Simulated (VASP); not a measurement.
Given:

```
AgI
1.0
    0.00000     3.24200     3.24200
    3.24200     0.00000     3.24200
    3.24200     3.24200     0.00000
Ag I
1 1
Direct
  0.00000   0.00000   0.00000
  0.25000   0.25000   0.25000
```

Calculation: vdW-DF-cx, VASP's PBE PAW potentials (set 64) (plane waves; VASP). Numerical set-up: 520 eV cut-off, Gaussian smearing of 0.050 eV, potentials Ag I.

Unless said otherwise, spin-orbit coupling is left out, though it shifts the bands of the heavy elements here.

### Question
Give the energies of bands 2 to 12 at the high-symmetry points, in eV from the valence-band maximum.

### Answer

```
band      Γ      X      U      L      W
----  -----  -----  -----  -----  -----
2     -4.25  -4.55  -4.33  -4.18  -4.19
3     -4.25  -3.74  -3.85  -4.08  -3.98
4     -4.25  -3.74  -3.74  -4.08  -3.75
5     -3.11  -3.02  -3.08  -3.08  -3.17
6     -3.11  -2.99  -3.08  -3.08  -2.88
7      0.00  -2.63  -2.83  -2.96  -2.79
8      0.00  -1.81  -2.04  -0.73  -2.18
9      0.00  -1.81  -1.44  -0.73  -1.66
10     1.25   3.53   3.87   2.69   4.72
11     5.70   3.79   4.95   6.18   5.16
12     5.70   8.46   7.64   6.18   6.33
```

The gap is direct, 1.25 eV, from the valence maximum at Γ to the conduction minimum at Γ.

The compound is AgI in the zinc blende structure, whereas wurtzite is the usual form. It was relaxed first.
